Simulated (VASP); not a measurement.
Calculation: optB88-vdW, VASP's PBE PAW potentials (set 64) (plane waves; VASP).

Input for VASP

**INCAR**
```
ISMEAR = -5   ! tetrahedra, Bloechl
NEDOS = 601   ! DOS grid
NELM = 100
LASPH = T   ! aspherical one-centre terms
ALGO = Normal   ! blocked Davidson
PREC = Accurate
ISIF = 2   ! forces and stress, cell fixed
GGA = BO
PARAM1 = 0.1833333333
LCHARG = T
LWAVE = F
LMAXMIX = 6   ! l cut-off of mixed one-centre charges
LUSE_VDW = T
ENCUT = 520   ! plane-wave cut-off (eV)
LEFG = T
SYSTEM = PtAl2
AGGAC = 0.0
PARAM2 = 0.22
LREAL = F   ! projection in real space or not
LORBIT = 11
EDIFF = 1E-7   ! SCF stop (eV)
```

**KPOINTS**
```
Automatic mesh
0
Gamma
10 10 10
0 0 0
```

### POSCAR
```
PtAl2
1
    0.0000000000     2.9707211236     2.9707211236
    2.9707211236     0.0000000000     2.9707211236
    2.9707211236     2.9707211236     0.0000000000
Al Pt
2 1
Direct
  0.2500000000   0.2500000000   0.2500000000
  0.7500000000   0.7500000000   0.7500000000
  0.0000000000   0.0000000000   0.0000000000
```

POTCAR, in this order: Al Pt (PBE.64 set). Program: vasp_std.

For a metal the tetrahedron method with Blöchl corrections gives inexact stress and forces. Unless said otherwise, spin-orbit coupling is left out, though it shifts the bands of the heavy elements here.

Task: What does the run give for the energy per atom (σ→0), band gap (on the k-mesh)?

Result: 
The energy per atom (σ→0) is -3.624 eV/atom. The band gap (on the k-mesh) comes out as none (metal, semimetal or under 0.01 eV).

OSZICAR:
```
...
DAV:   8    -0.108728283251E+02    0.22298E-01   -0.38510E-02  1288   0.215E+00    0.237E-01
DAV:   9    -0.108732676346E+02   -0.43931E-03   -0.14729E-03  1356   0.366E-01    0.168E-01
DAV:  10    -0.108734537645E+02   -0.18613E-03   -0.37628E-04  1264   0.177E-01    0.172E-02
DAV:  11    -0.108734556015E+02   -0.18369E-05   -0.16225E-05  1404   0.446E-02    0.894E-03
DAV:  12    -0.108734563625E+02   -0.76109E-06   -0.24906E-06  1280   0.137E-02    0.246E-03
DAV:  13    -0.108734552866E+02    0.10760E-05   -0.69503E-07  1348   0.844E-03    0.893E-04
DAV:  14    -0.108734553508E+02   -0.64222E-07   -0.16342E-08   744   0.133E-03
   1 F= -.10873455E+02 E0= -.10873455E+02  d E =0.000000E+00
```

The compound is PtAl2 in the fluorite structure. It was relaxed first.
